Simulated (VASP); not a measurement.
Consider the following.

```
NbN
1.0
    0.00000     2.19500     2.19500
    2.19500     0.00000     2.19500
    2.19500     2.19500     0.00000
Nb N
1 1
Cartesian
  0.00000   0.00000   0.00000
  2.19500   2.19500   2.19500
```

Computed with PBE GGA, VASP's PBE PAW potentials (set 64) (plane waves; VASP 6.6.1). Numerical set-up: 520 eV cut-off, 11×11×11 Γ-centred mesh, first-order Methfessel-Paxton smearing of 0.10 eV, potentials Nb_sv N.

What does the run give for the energy per atom (σ→0), pressure, band gap (on the k-mesh) with the smallest direct gap where there is one?

```json
{
 "band gap (on the k-mesh)": "none (metal, semimetal or under 0.01 eV)",
 "energy per atom (σ→0)": "-10.260 eV/atom",
 "pressure": "6.29 GPa"
}
```

Only differences to runs with the same potentials and settings are physical.

The compound is NbN in the rock salt structure, the cubic δ form, which competes with hexagonal ones. The cell was not relaxed at this level. VASP warned that the highest band is occupied, so more bands are needed.
